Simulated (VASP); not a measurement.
Input for VASP

### KPOINTS
```
Automatic mesh
0
Gamma
7 7 7
0 0 0
```

POSCAR:
```
Ni3Si
1
    3.5100000000     0.0000000000     0.0000000000
    0.0000000000     3.5100000000     0.0000000000
    0.0000000000     0.0000000000     3.5100000000
Si Ni
1 3
Direct
  0.0000000000   0.0000000000   0.0000000000
  0.0000000000   0.5000000000   0.5000000000
  0.5000000000   0.0000000000   0.5000000000
  0.5000000000   0.5000000000   0.0000000000
```

**INCAR**
```
SYSTEM = Ni3Si
PREC = Accurate
ENCUT = 400
EDIFF = 1E-6
NELM = 100
ALGO = Normal
LREAL = .FALSE.
LASPH = .TRUE.
ISMEAR = 1
SIGMA = 0.1
GGA = PE
LMAXMIX = 4
LWAVE = .FALSE.
LCHARG = .FALSE.
ISIF = 2
IBRION = 0
NSW = 3
TEBEG = 300
```

POTCAR, in this order: Si Ni (PBE.64 set). Program: vasp_std.

Output

File standard output:
```
 POSCAR found type information on POSCAR SiNi
 POSCAR found :  2 types and       4 ions
 Reading from existing POTCAR

 -----------------------------------------------------------------------------
|                                                                             |
|     EEEEEEE  RRRRRR   RRRRRR   OOOOOOO  RRRRRR      ###     ###     ###     |
|     E        R     R  R     R  O     O  R     R     ###     ###     ###     |
|     E        R     R  R     R  O     O  R     R     ###     ###     ###     |
|     EEEEE    RRRRRR   RRRRRR   O     O  RRRRRR       #       #       #      |
|     E        R   R    R   R    O     O  R   R                               |
|     E        R    R   R    R   O     O  R    R      ###     ###     ###     |
|     EEEEEEE  R     R  R     R  OOOOOOO  R     R     ###     ###     ###     |
|                                                                             |
|     Fatal error! IBRION=0, but no entry for POTIM on file INCAR. MUST       |
|     be specified!                                                           |
|                                                                             |
|       ---->  I REFUSE TO CONTINUE WITH THIS SICK JOB ... BYE!!! <----       |
|                                                                             |
 -----------------------------------------------------------------------------
```

**Question.** Read the log: what went wrong, and how is it fixed?

**Answer.** The cause: molecular dynamics (IBRION = 0) was asked for without POTIM. VASP stops with an error: Fatal error! IBRION=0, but no entry for POTIM on file INCAR. MUST be specified! ----> I REFUSE TO CONTINUE WITH THIS SICK JOB ... BYE!!! <---- To mend it, set POTIM to the time step in fs (1 to 2 fs suits most solids). The plain static run on this cell (PBE GGA, plane waves, VASP's PBE PAW potentials (set 64)) converges, and its OSZICAR ends with
```
   1 F= -.23689003E+02 E0= -.23690317E+02  d E =0.394290E-02
```

The compound is Ni3Si in the L1_2 structure. The cell was not relaxed at this level. The run is not spin-polarised, so no magnetic state was tried.
